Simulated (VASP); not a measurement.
Output of a VASP run:

File OSZICAR:
```
       N       E                     dE             d eps       ncg     rms          rms(c)
DAV:   1     0.302703243846E+03    0.30270E+03   -0.18088E+04  4104   0.128E+03
DAV:   2    -0.388665711765E+02   -0.34157E+03   -0.33352E+03  3640   0.440E+02
DAV:   3    -0.565112475811E+02   -0.17645E+02   -0.17068E+02  4818   0.949E+01
DAV:   4    -0.568955024288E+02   -0.38425E+00   -0.37491E+00  4322   0.129E+01
DAV:   5    -0.569039362669E+02   -0.84338E-02   -0.84282E-02  4336   0.196E+00    0.326E+01
DAV:   6    -0.483417730708E+02    0.85622E+01   -0.88433E+01  4478   0.795E+01    0.147E+01
DAV:   7    -0.449829974343E+02    0.33588E+01   -0.23810E+01  4346   0.394E+01    0.621E+00
DAV:   8    -0.446936088569E+02    0.28939E+00   -0.12263E+00  4406   0.664E+00    0.207E+00
DAV:   9    -0.448268008957E+02   -0.13319E+00   -0.58285E-01  3870   0.525E+00    0.917E-01
DAV:  10    -0.449407478087E+02   -0.11395E+00   -0.20547E-01  3728   0.360E+00    0.336E-01
DAV:  11    -0.449458711150E+02   -0.51233E-02   -0.39838E-02  3900   0.144E+00    0.221E-01
DAV:  12    -0.449610983546E+02   -0.15227E-01   -0.12502E-02  4294   0.714E-01    0.101E-01
DAV:  13    -0.449617736791E+02   -0.67532E-03   -0.12303E-03  4000   0.277E-01    0.575E-02
DAV:  14    -0.449616409153E+02    0.13276E-03   -0.11072E-03  3918   0.234E-01    0.277E-02
DAV:  15    -0.449619929847E+02   -0.35207E-03   -0.23575E-04  3862   0.119E-01    0.102E-02
DAV:  16    -0.449619949350E+02   -0.19503E-05   -0.96527E-06  3886   0.245E-02    0.383E-03
DAV:  17    -0.449619947877E+02    0.14727E-06   -0.16270E-06  2794   0.109E-02
   1 F= -.44961995E+02 E0= -.44962402E+02  d E =-.449620E+02  mag=     1.6940
```

OUTCAR:
```
------------------------ aborting loop because EDIFF is reached ----------------------------------------
  FORCE on cell =-STRESS in cart. coord.  units (eV):
  Direction    XX          YY          ZZ          XY          YZ          ZX
  --------------------------------------------------------------------------------------
  Total        0.0197135      0.0197135      0.0494483      0.0000000      0.0000000     -0.0000000
  in kB        0.4406976      0.4406975      1.1054202      0.0000000      0.0000000     -0.0000000
  external PRESSURE =       0.6622718 kB  Pullay stress =       0.0000000 kB
  volume of cell :       71.67
      direct lattice vectors                 reciprocal lattice vectors
     4.189689392  0.000000000  0.000000000     0.238681178  0.137802657  0.000000000
    -2.094844696  3.628377076  0.000000000     0.000000000  0.275605313  0.000000000
     0.000000000  0.000000000  4.714550162     0.000000000  0.000000000  0.212109314
 POSITION                                       TOTAL-FORCE (eV/Angst)
 -----------------------------------------------------------------------------------
     -0.00000      2.41892      4.41991         0.000000     -0.000000     -0.000776
      2.09485      1.20946      2.06264        -0.000000     -0.000000     -0.000776
     -0.00000      2.41892      2.06259         0.000000      0.000000      0.000776
      2.09485      1.20946      4.41987         0.000000      0.000000      0.000776
 -----------------------------------------------------------------------------------
    total drift:                               -0.003247      0.001875      0.000012
  FREE ENERGIE OF THE ION-ELECTRON SYSTEM (eV)
  ---------------------------------------------------
  free  energy   TOTEN  =       -44.9619947877 eV

  energy  without entropy=      -44.9632152577  energy(sigma->0) =      -44.96240161

 total charge

# of ion       s       p       d       tot
------------------------------------------
    1        2.249   6.190   3.138  11.576
    2        2.249   6.190   3.138  11.576
    3        0.804   0.981   0.000   1.786
    4        0.804   0.981   0.000   1.786
--------------------------------------------------
tot          6.106  14.342   6.277  26.724

 magnetization (x)

# of ion       s       p       d       tot
------------------------------------------
    1        0.012  -0.001   0.868   0.879
    2        0.012  -0.001   0.868   0.879
    3       -0.017  -0.057   0.000  -0.075
    4       -0.017  -0.057   0.000  -0.075
--------------------------------------------------
tot         -0.012  -0.116   1.736   1.609

 reached required accuracy - stopping structural energy minimisation
```
(Selected blocks of OUTCAR.)

**POSCAR**
```
VSi
1
    4.1896893917     0.0000000000    -0.0000000000
   -2.0948446958     3.6283770756     0.0000000000
   -0.0000000000    -0.0000000000     4.7145501624
V Si
2 2
Direct
  0.3333330000   0.6666670000   0.9375051249
  0.6666670000   0.3333330000   0.4375051249
  0.3333330000   0.6666670000   0.4374948751
  0.6666670000   0.3333330000   0.9374948751
```

**Question.** Reconstruct the remaining input files.

**Answer.** Several could match; the one computed here: the input of the run itself, r2SCAN meta-GGA, plane waves, VASP's PBE PAW potentials (set 64).

File KPOINTS:
```
Automatic mesh
0
Gamma
8 8 6
0 0 0
```

### INCAR
```
# general
SYSTEM =VSi
PREC   =Accurate
ENCUT  =400   # plane-wave cut-off (eV)
LREAL  =.False.   # projection in real space or not
LASPH  =.True.   # aspherical one-centre terms

# electronic loop
EDIFF  =1E-6   # SCF stop (eV)
NELM   =100   # most electronic steps
ALGO   =Normal   # blocked Davidson
LMAXMIX=4
LMIXTAU=.True.

# smearing
ISMEAR =1
SIGMA  =0.1   # width (eV)

# functional
METAGGA=R2SCAN

# spin
ISPIN  =2   # spin-polarised
MAGMOM =2*0.9 2*-0.1

# ions
IBRION =2   # conjugate gradients
NSW    =60   # most ionic steps
ISIF   =3
EDIFFG =-0.02   # ionic stop

# output
LWAVE  =.False.
LCHARG =.False.
LORBIT =10
```

POTCAR, in this order: V_sv Si (PBE.64 set). Program: vasp_std.

The structure was generated: VSi was put into the wurtzite type (P6_3mc), which need not be its known phase. It was relaxed first, which changed the volume by -37 %. The relaxed cell has space group P6_3/mmc. The start is the result of an earlier pass.
